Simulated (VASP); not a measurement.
All values below come from vdW-DF-cx, VASP's PBE PAW potentials (set 64) (plane waves; VASP).

A VASP calculation is set up with these files.

File KPOINTS:
```
Automatic mesh
0
Gamma
7 7 4
0 0 0
```

INCAR:
```
SYSTEM = ZnS
PREC = Accurate
ENCUT = 520
EDIFF = 1E-7
NELM = 100
ALGO = Normal
LREAL = .FALSE.
LASPH = .TRUE.
ISMEAR = 0
SIGMA = 0.05
GGA = CX
LUSE_VDW = .TRUE.
AGGAC = 0.0
LMAXMIX = 4
LWAVE = .FALSE.
LCHARG = .FALSE.
ISIF = 4
IBRION = 2
NSW = 30
EDIFFG = -0.01
```

### POSCAR
```
ZnS
1
    1.9200201989    -3.3255724939     0.0000000000
    1.9200201989     3.3255724939     0.0000000000
    0.0000000000     0.0000000000     6.2952035562
Zn S
2 2
Direct
  0.6666670000   0.3333330000   0.5002151376
  0.3333330000   0.6666670000   0.0002151376
  0.6666670000   0.3333330000   0.8747848624
  0.3333330000   0.6666670000   0.3747848624
```

POTCAR, in this order: Zn S (PBE.64 set). Program: vasp_std.

What VASP printed:

File OSZICAR:
```
       N       E                     dE             d eps       ncg     rms          rms(c)
DAV:   1     0.247874531754E+03    0.24787E+03   -0.17616E+04  1056   0.197E+03
DAV:   2     0.169821569619E+02   -0.23089E+03   -0.22469E+03  1116   0.379E+02
DAV:   3    -0.515038935392E+01   -0.22133E+02   -0.21990E+02  1266   0.119E+02
DAV:   4    -0.566068542791E+01   -0.51030E+00   -0.50976E+00  1242   0.185E+01
DAV:   5    -0.567000639165E+01   -0.93210E-02   -0.93198E-02  1304   0.247E+00    0.968E+00
DAV:   6    -0.488811811177E+01    0.78189E+00   -0.19756E+00  1618   0.428E+01    0.751E+00
DAV:   7    -0.492562643067E+01   -0.37508E-01   -0.17227E+00  1116   0.762E+00    0.320E+00
DAV:   8    -0.490896387739E+01    0.16663E-01   -0.10591E-01  1438   0.445E+00    0.977E-01
DAV:   9    -0.490945161860E+01   -0.48774E-03   -0.18374E-02  1418   0.256E+00    0.248E-01
DAV:  10    -0.490960364321E+01   -0.15202E-03   -0.12627E-03  1242   0.387E-01    0.159E-01
DAV:  11    -0.490979170055E+01   -0.18806E-03   -0.21487E-04  1200   0.106E-01    0.459E-02
DAV:  12    -0.490981227586E+01   -0.20575E-04   -0.25095E-05  1242   0.350E-02    0.158E-02
DAV:  13    -0.490981433622E+01   -0.20604E-05   -0.41026E-06  1218   0.160E-02    0.312E-03
DAV:  14    -0.490981452179E+01   -0.18558E-06   -0.53460E-07  1266   0.120E-02    0.233E-03
DAV:  15    -0.490981445045E+01    0.71343E-07   -0.11459E-07   840   0.691E-03
   1 F= -.49098145E+01 E0= -.49098145E+01  d E =-.490981E+01
```

### OUTCAR
```
------------------------ aborting loop because EDIFF is reached ----------------------------------------
  FORCE on cell =-STRESS in cart. coord.  units (eV):
  Direction    XX          YY          ZZ          XY          YZ          ZX
  --------------------------------------------------------------------------------------
  Total       -1.0845045     -1.0845044     -1.0330278      0.0000000      0.0000000      0.0000000
  in kB      -21.6137408    -21.6137403    -20.5878306      0.0000000      0.0000000      0.0000000
  external PRESSURE =     -21.2717706 kB  Pullay stress =       0.0000000 kB
  volume of cell :       80.39
      direct lattice vectors                 reciprocal lattice vectors
     1.920020199 -3.325572494  0.000000000     0.260413927 -0.150350053  0.000000000
     1.920020199  3.325572494  0.000000000     0.260413927  0.150350053  0.000000000
     0.000000000  0.000000000  6.295203556     0.000000000  0.000000000  0.158851098
  FREE ENERGIE OF THE ION-ELECTRON SYSTEM (eV)
  ---------------------------------------------------
  free  energy   TOTEN  =        -4.9098144504 eV

  energy  without entropy=       -4.9098144504  energy(sigma->0) =       -4.90981445

 reached required accuracy - stopping structural energy minimisation
```
(Selected blocks of OUTCAR.)

OUTCAR:
```
 val. band max:        1.8739477811   @ k =   0.0000   0.0000   0.0000

 cond. band min:       3.8986598493   @ k =   0.0000   0.0000   0.0000


 Fermi energy:         2.0826619336

 k-point     1 :       0.0000    0.0000    0.0000
  band No.  band energies     occupation
      1     -11.1468      2.00000
      2     -10.2370      2.00000
      3      -4.4471      2.00000
      4      -4.4350      2.00000
      5      -4.4350      2.00000
      6      -4.3567      2.00000
      7      -4.3567      2.00000
      8      -4.0203      2.00000
      9      -4.0203      2.00000
     10      -3.9471      2.00000
     11      -3.9471      2.00000
     12      -3.7950      2.00000
     13      -3.3522      2.00000
     14       1.0073      2.00000
     15       1.0073      2.00000
     16       1.7991      2.00000
     17       1.8739      2.00000
     18       1.8739      2.00000
     19       3.8987      0.00000
     20       4.8667      0.00000
     21       8.1354      0.00000
     22       8.1354      0.00000

 k-point     2 :       0.1429    0.0000    0.0000
  band No.  band energies     occupation
      1     -11.0144      2.00000
      2     -10.1645      2.00000
      3      -4.4450      2.00000
      4      -4.4185      2.00000
      5      -4.4100      2.00000
      6      -4.3404      2.00000
      7      -4.3200      2.00000
      8      -4.0371      2.00000
      9      -4.0204      2.00000
     10      -4.0011      2.00000
     11      -3.9414      2.00000
     12      -3.7529      2.00000
     13      -3.1646      2.00000
     14       0.0565      2.00000
     15       0.7121      2.00000
     16       0.8083      2.00000
     17       1.6253      2.00000
     18       1.7103      2.00000
     19       4.8483      0.00000
     20       5.6774      0.00000
     21       7.6492      0.00000
     22       8.4919      0.00000

 k-point     3 :       0.2857    0.0000    0.0000
  band No.  band energies     occupation
      1     -10.6741      2.00000
...
```

The compound is ZnS in the wurtzite structure, the high-temperature form. This cell is one point of a volume scan, at 1.03 of the reference volume.
